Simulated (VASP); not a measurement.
Input:

```
LiF
1.0
    0.00000     1.98635     1.98635
    1.98635     0.00000     1.98635
    1.98635     1.98635     0.00000
Li F
1 1
Cartesian
  0.00000   0.00000   0.00000
  1.98635   1.98635   1.98635
```

Computed with PBE GGA, VASP's PBE PAW potentials (set 64) (plane waves; VASP 6.6.1). Settings: 520 eV cut-off, 11×11×11 Γ-centred mesh, Gaussian smearing of 0.050 eV, potentials Li_sv F.

Q: The job: LiF (rock salt), 2 atoms, PBE, static run, 520 eV, 11×11×11 Γ-centred mesh. Roughly how much core time does it take on a busy server core?

A: About 20 core-seconds (one run on a shared machine, a rough figure). It had 56 irreducible k-points, 9 bands, up to 440 plane waves and 13 electronic steps.

The compound is LiF in the rock salt structure. This cell is one point of a volume scan, at 0.94 of the reference volume.
